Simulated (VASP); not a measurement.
**Ag: single point with PBEsol**

Crystal: Ag.

```
Ag
1.0
     0.00000    2.02617    2.02617
     2.02617    0.00000    2.02617
     2.02617    2.02617    0.00000
Ag
1
Direct
  0.00000 0.00000 0.00000
```

```json
{
  "Program": "VASP 6.6.1",
  "Task": "single point",
  "Functional": "PBEsol",
  "Potentials or basis": "VASP PAW PBE potentials, release 64 (Ag)",
  "Cutoff": "700 eV",
  "k mesh": "18 × 18 × 18",
  "Occupations": "gaussian, width 0.1 eV",
  "Spin": "no spin polarisation",
  "Further INCAR settings": "ALGO = Normal; EDIFF = 1e-06; NBANDS = 12"
}
```

- Pressure: 0.0 GPa
- Band gap on the k mesh: none (metal or under the smearing width)

Levels at points of the mesh, in eV from the Fermi level:
| k point | band 4 | band 5 | band 6 | band 7 | band 8 | band 9 |
| --- | --- | --- | --- | --- | --- | --- |
| (0.00, 0.00, 0.00) | -4.81 | -3.72 | -3.72 | 16.08 | 19.80 | 19.80 |
| (0.50, 0.00, 0.00) | -2.88 | -2.88 | -0.48 | 3.77 | 15.32 | 18.11 |
| (0.50, 0.50, 0.00) | -2.67 | -2.67 | 1.57 | 6.96 | 10.77 | 10.77 |

Run time: 22 s on 1 thread of Intel(R) Xeon(R) 6975P-C (Granite Rapids), on a shared host, peak memory 0.2 GiB.

Caveat: the PAW data sets were made with another functional, which shifts forces and pressure a little.
